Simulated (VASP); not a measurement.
Given:

```yaml
crystal:
  lattice:
    - [4.00806, 0.00000, 0.00000]
    - [0.00000, 4.00806, 0.00000]
    - [0.00000, 0.00000, 4.00806]
  atoms:
    - { symbol: K, position: [0.00000, 0.00000, 0.00000] }
    - { symbol: Mg, position: [0.50000, 0.50000, 0.50000] }
    - { symbol: F, position: [0.50000, 0.00000, 0.50000] }
    - { symbol: F, position: [0.00000, 0.50000, 0.50000] }
    - { symbol: F, position: [0.50000, 0.50000, 0.00000] }
```

Method: AM05 GGA, VASP's PBE PAW potentials (set 64) (plane waves; VASP). Settings: 520 eV cut-off, 6×6×6 Γ-centred mesh, tetrahedra with Blöchl corrections, potentials K_sv Mg F.

Problem. Estimate the energy per atom (σ→0), band gap (on the k-mesh) with the smallest direct gap where there is one.

Solution. 
- band gap (on the k-mesh): 7.19 eV
- smallest direct gap (on the k-mesh): 7.51 eV
- energy per atom (σ→0): -472.3 kJ/mol of atoms

The absolute energy has meaning only against runs of the same code, potentials and settings.

The compound is KMgF3 in the cubic perovskite structure. It was relaxed first.
